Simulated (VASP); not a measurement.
VASP ran on this input.

POSCAR:
```
CdS
1
    3.9633769088     0.0000000000     0.0000000000
   -1.9816884544     3.4323855912     0.0000000000
    0.0000000000     0.0000000000     6.4675263140
Cd S
2 2
Direct
  0.3333330000   0.6666670000   0.9997660738
  0.6666670000   0.3333330000   0.4997660738
  0.3333330000   0.6666670000   0.3752339262
  0.6666670000   0.3333330000   0.8752339262
```

### INCAR
```
LMAXMIX = 4
LWAVE = .FALSE.
ENCUT = 500
ISMEAR = 0   ! Gaussian
IBRION = 2
SIGMA = 0.05
LASPH = .TRUE.   ! aspherical one-centre terms
EDIFF = 1E-6
ALGO = Normal   ! blocked Davidson
ISIF = 3   ! ions, shape and volume
NELM = 100
NSW = 40
EDIFFG = -0.02   ! ionic stop
LREAL = .FALSE.   ! projection in real space or not
PREC = Accurate
LCHARG = .FALSE.
PSTRESS = 200
SYSTEM = CdS
GGA = PS
```

**KPOINTS**
```
Automatic mesh
0
Gamma
7 7 4
0 0 0
```

POTCAR, in this order: Cd S (PBE.64 set). Program: vasp_std.

Problem. Translate this PBEsol calculation to Ansatz.

Solution. One equivalent input (not run):
Ansatz 0.2 input:
```yaml
crystal:
  lattice:
    - [3.9633769, 0.0000000, 0.0000000]
    - [-1.9816885, 3.4323856, 0.0000000]
    - [0.0000000, 0.0000000, 6.4675263]
  atoms:
    - { symbol: Cd, position: [0.3333330, 0.6666670, 0.9997661] }
    - { symbol: Cd, position: [0.6666670, 0.3333330, 0.4997661] }
    - { symbol: S, position: [0.3333330, 0.6666670, 0.3752339] }
    - { symbol: S, position: [0.6666670, 0.3333330, 0.8752339] }
kpoints:
  mp_grid: { grid: [7, 7, 4] }
hamiltonian:
  xc: pbesol
  pseudopotentials: { kind: paw }
scf:
  occupations: { method: gaussian, width: 0.05 }
  max_iter: 100
relax:
  max_steps: 40
  f_tol: 0.02
  cell: { p_target: 20 }
output: { forces: true, stress: true, eigenvalues: true }
```
The two are equivalent in intent, not identical: each code has its own PAW files, so the cut-off isn't converted (ENCUT is set for VASP's; basis.ecutwfc is left out, and Ansatz then takes the one that its files recommend); Ansatz stops its SCF on the density residual and VASP on the energy change (EDIFF).

The structure was generated: CdS was put into the wurtzite type (P6_3mc), which need not be its known phase. This run relaxes it under an external pressure of 20 GPa. Symmetry was kept, so distortions that lower it aren't found.
